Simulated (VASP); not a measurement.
VASP input:

**INCAR**
```
SYSTEM = Ag
PREC = Accurate
ENCUT = 400
EDIFF = 1E-6
NELM = 100
ALGO = Normal
LREAL = .FALSE.
LASPH = .TRUE.
ISMEAR = 1
SIGMA = 0.1
GGA = PE
LMAXMIX = 4
LWAVE = .FALSE.
LCHARG = .FALSE.
ISIF = 2
```

File POSCAR:
```
Ag
1
    0.0000000000     2.0450000000     2.0450000000
    2.0450000000     0.0000000000     2.0450000000
    2.0450000000     2.0450000000     0.0000000000
Ag
1
Direct
  0.0000000000   0.0000000000   0.0000000000
```

KPOINTS:
```
k-points along high-symmetry lines
6
Line-mode
Reciprocal
  0.000000   0.000000   0.000000 ! GAMMA
  0.500000   0.000000   0.500000 ! X

  0.500000   0.000000   0.500000 ! X
  0.625000   0.250000   0.625000 ! U

  0.375000   0.375000   0.750000 ! K
  0.000000   0.000000   0.000000 ! GAMMA

  0.000000   0.000000   0.000000 ! GAMMA
  0.500000   0.500000   0.500000 ! L

  0.500000   0.500000   0.500000 ! L
  0.500000   0.250000   0.750000 ! W

  0.500000   0.250000   0.750000 ! W
  0.500000   0.000000   0.500000 ! X
```

POTCAR, in this order: Ag (PBE.64 set). Program: vasp_std.

Output

**standard output**
```
 POSCAR found type information on POSCAR Ag
 POSCAR found :  1 types and       1 ions
 Reading from existing POTCAR
 Reading from existing POTCAR
 LDA part: xc-table for (Slater+PW92), standard interpolation
 POSCAR, INCAR and KPOINTS ok, starting setup
 WAVECAR not read
 entering main loop
       N       E                     dE             d eps       ncg     rms          rms(c)
DAV:   1     0.347298497100E+02    0.34730E+02   -0.49434E+03   728   0.872E+02
DAV:   2    -0.303173849655E+01   -0.37762E+02   -0.35953E+02   658   0.177E+02
DAV:   3    -0.329842760623E+01   -0.26669E+00   -0.26663E+00   750   0.182E+01
DAV:   4    -0.329884716923E+01   -0.41956E-03   -0.41956E-03   745   0.674E-01
DAV:   5    -0.329884921402E+01   -0.20448E-05   -0.20455E-05   731   0.409E-02    0.549E+00
DAV:   6    -0.314807687968E+01    0.15077E+00   -0.60723E-01   655   0.820E+00    0.357E+00
DAV:   7    -0.314034021016E+01    0.77367E-02   -0.14428E-02   689   0.124E+00    0.187E+00
DAV:   8    -0.313844804409E+01    0.18922E-02   -0.65360E-04   692   0.296E-01    0.116E-01
DAV:   9    -0.313844151795E+01    0.65261E-05   -0.21740E-05   740   0.510E-02    0.139E-02
DAV:  10    -0.313844714899E+01   -0.56310E-05   -0.34989E-06   697   0.232E-02    0.108E-03
DAV:  11    -0.313844686908E+01    0.27991E-06   -0.10522E-08   355   0.101E-03
   1 F= -.31384469E+01 E0= -.31378644E+01  d E =-.174745E-02
```

**OUTCAR**
```
------------------------ aborting loop because EDIFF is reached ----------------------------------------
  FORCE on cell =-STRESS in cart. coord.  units (eV):
  Direction    XX          YY          ZZ          XY          YZ          ZX
  --------------------------------------------------------------------------------------
  Total        0.4781670      0.4781670      0.4781670      0.0000000      0.0000000     -0.0000000
  in kB       44.7899158     44.7899158     44.7899158      0.0000000      0.0000000     -0.0000000
  external PRESSURE =      44.7899158 kB  Pullay stress =       0.0000000 kB
  volume of cell :       17.10
      direct lattice vectors                 reciprocal lattice vectors
     0.000000000  2.045000000  2.045000000    -0.244498778  0.244498778  0.244498778
     2.045000000  0.000000000  2.045000000     0.244498778 -0.244498778  0.244498778
     2.045000000  2.045000000  0.000000000     0.244498778  0.244498778 -0.244498778
 POSITION                                       TOTAL-FORCE (eV/Angst)
 -----------------------------------------------------------------------------------
      0.00000      0.00000      0.00000        -0.000000      0.000000      0.000000
 -----------------------------------------------------------------------------------
    total drift:                                0.000000     -0.000000      0.000000
  FREE ENERGIE OF THE ION-ELECTRON SYSTEM (eV)
  ---------------------------------------------------
  free  energy   TOTEN  =        -3.1384468691 eV

  energy  without entropy=       -3.1366994210  energy(sigma->0) =       -3.13786439
```
(Selected blocks of OUTCAR.)

Task: The run ends quietly. Is anything wrong with it?

Result: The cause: a line-mode KPOINTS file was used for a self-consistent run. The run ends without an error. Against the sound run, the energy per atom (σ→0) drops by 0.435 eV/atom; the pressure goes up by 0.49 GPa. To mend it, correct KPOINTS.
KPOINTS:
```
Automatic mesh
0
Gamma
12 12 12
0 0 0
```
The mended run (PBE GGA, plane waves, VASP's PBE PAW potentials (set 64)) converges, and its OSZICAR ends with
```
   1 F= -.27031622E+01 E0= -.27029940E+01  d E =-.504691E-03
```

The compound is Ag in the fcc structure. The cell was not relaxed at this level.
